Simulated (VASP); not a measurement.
Wanted: the native input for a VASP 6.6.1 run.

- Task: relaxation of cell and atoms
- Functional: PBE
- Potentials or basis: VASP PAW PBE potentials, release 64 (Zr_sv, Mo_sv, C)
- Cutoff: 600 eV
- k mesh: 5 × 5 × 5
- Occupations: fermi-dirac, width 0.05 eV
- Spin: no spin polarisation
- Target pressure: 5 GPa
- Further INCAR settings: ALGO = Normal; EDIFF = 1e-06; IBRION = 2; EDIFFG = -0.005; NSW = 60; ISIF = 3
- Target pressure: 5 GPa

The structure of Zr3MoC lies in POSCAR:

```
Zr3MoC
1.0
    4.9425100000      0.0000000000      0.0000000000
    0.0000000000      4.9425100000      0.0000000000
    0.0000000000      0.0000000000      4.9425100000
Zr Mo C
3 1 1
Direct
    0.5000000000      0.0000000000      0.0000000000
    0.0000000000      0.5000000000      0.0000000000
    0.0000000000      0.0000000000      0.5000000000
    0.0000000000      0.0000000000      0.0000000000
    0.5000000000      0.5000000000      0.5000000000
```

The cell was built by a generator and needn't be a form met in nature.

One way to write it, as run:

INCAR

```
PREC = Accurate
ENCUT = 600
EDIFF = 1E-6
ISMEAR = -1
SIGMA = 0.05
LREAL = F
LASPH = T
NELM = 100
ALGO = Normal
ISIF = 3
LWAVE = F
LCHARG = F
GGA = PE
IBRION = 2
NSW = 60
EDIFFG = -0.005
PSTRESS = 50
```

KPOINTS

```
regular mesh
0
Gamma
  5 5 5
```

Potentials or basis: VASP PAW PBE potentials, release 64 (Zr_sv, Mo_sv, C).

Command:

```console
$ cat potpaw_PBE.64/Zr_sv/POTCAR potpaw_PBE.64/Mo_sv/POTCAR potpaw_PBE.64/C/POTCAR > POTCAR
$ mpirun -np 1 vasp_std > vasp.out
```

It gave:

| Quantity | Value |
| --- | --- |
| Relaxed volume | 23.06 Å³/atom |
| Relaxed cell | a = 4.867 Å, b = 4.867 Å, c = 4.867 Å, α = 90.00°, β = 90.00°, γ = 90.00° |
| Space group after relaxing (to 0.05 Å) | Pm-3m (No. 221) |
| Energy change on relaxing (the enthalpy is what falls) | +19.7 meV/atom |
| Ionic steps | 3 |
| Pressure after relaxing | 5.0 GPa |
| Band gap on the k mesh | none (metal or under the smearing width) |

Caveat: the cell is relaxed towards a set pressure, so the enthalpy falls and the energy may rise.

It took 2.7 min on 1 thread of AMD EPYC 7R43 64-Core Processor (Zen 3), with other jobs on the host, peak memory 0.24 GiB.
